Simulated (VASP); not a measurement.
An input for Ansatz (written as the equivalent of a VASP run, and not itself run):

Ansatz 0.2 input:
```yaml
crystal:
  lattice:
    - [1.9309484, -3.3445005, 0.0000000]
    - [1.9309484, 3.3445005, 0.0000000]
    - [0.0000000, 0.0000000, 6.2795518]
  atoms:
    - { symbol: Cd, position: [0.6666670, 0.3333330, 0.5002120] }
    - { symbol: Cd, position: [0.3333330, 0.6666670, 0.0002120] }
    - { symbol: S, position: [0.6666670, 0.3333330, 0.8767880] }
    - { symbol: S, position: [0.3333330, 0.6666670, 0.3767880] }
kpoints:
  mp_grid: { grid: [7, 7, 4] }
hamiltonian:
  xc: pbesol
  pseudopotentials: { kind: paw }
scf:
  occupations: { method: gaussian, width: 0.05 }
  max_iter: 100
relax:
  max_steps: 40
  f_tol: 0.02
  cell: { p_target: 30 }
output: { forces: true, stress: true, eigenvalues: true }
```

Problem. Write the VASP files for the same calculation (PBEsol).

Solution. Several could match; the one computed here: 
### INCAR
```
! general
SYSTEM  = CdS
PREC    = Accurate
ENCUT   = 500   ! plane-wave cut-off (eV)
LREAL   = .FALSE.
LASPH   = .TRUE.   ! aspherical one-centre terms

! electronic loop
EDIFF   = 1E-6
NELM    = 100
ALGO    = Normal   ! blocked Davidson
LMAXMIX = 4   ! l cut-off of mixed one-centre charges

! smearing
ISMEAR  = 0
SIGMA   = 0.05

! functional
GGA     = PS   ! PBEsol

! ions
IBRION  = 2   ! conjugate gradients
NSW     = 40   ! most ionic steps
ISIF    = 3   ! ions, shape and volume
EDIFFG  = -0.02
PSTRESS = 300   ! kbar

! output
LWAVE   = .FALSE.
LCHARG  = .FALSE.
```

**POSCAR**
```
CdS
1
    1.9309483980    -3.3445005363     0.0000000000
    1.9309483980     3.3445005363     0.0000000000
    0.0000000000     0.0000000000     6.2795518306
Cd S
2 2
Direct
  0.6666670000   0.3333330000   0.5002120410
  0.3333330000   0.6666670000   0.0002120410
  0.6666670000   0.3333330000   0.8767879590
  0.3333330000   0.6666670000   0.3767879590
```

### KPOINTS
```
Automatic mesh
0
Gamma
7 7 4
0 0 0
```

POTCAR, in this order: Cd S (PBE.64 set). Program: vasp_std.

Limits of the translation: each code has its own PAW files, so the cut-off isn't converted (ENCUT is set for VASP's; basis.ecutwfc is left out, and Ansatz then takes the one that its files recommend); Ansatz stops its SCF on the density residual and VASP on the energy change (EDIFF).

The compound is CdS in the wurtzite structure. This run relaxes it under an external pressure of 30 GPa. Symmetry was kept, so distortions that lower it aren't found.
